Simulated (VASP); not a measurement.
Here is the system:

```yaml
crystal:
  lattice:
    - [5.75515, 0.00000, 0.00000]
    - [0.00000, 5.75515, 0.00000]
    - [0.00000, 0.00000, 5.75515]
  atoms:
    - { symbol: Cs, position: [0.00000, 0.00000, 0.00000] }
    - { symbol: Pb, position: [0.50000, 0.50000, 0.50000] }
    - { symbol: Br, position: [0.50000, 0.00000, 0.50000] }
    - { symbol: Br, position: [0.00000, 0.50000, 0.50000] }
    - { symbol: Br, position: [0.50000, 0.50000, 0.00000] }
```

All values below come from PBEsol GGA, VASP's PBE PAW potentials (set 64) (plane waves; VASP 6.6.1). Run with 520 eV cut-off, 4×4×4 Γ-centred mesh, Gaussian smearing of 0.050 eV, potentials Cs_sv Pb_d Br.

### Question
Give the stress tensor in GPa (positive for a compressed cell).

### Answer

```
1.65  0.00  0.00
0.00  1.65  0.00
0.00  0.00  1.65
```
The pressure is its mean diagonal, 1.65 GPa.

The compound is CsPbBr3 in the cubic perovskite structure, the ideal cubic form; the compound distorts at low or room temperature. This cell is one point of a volume scan, at 0.94 of the reference volume.
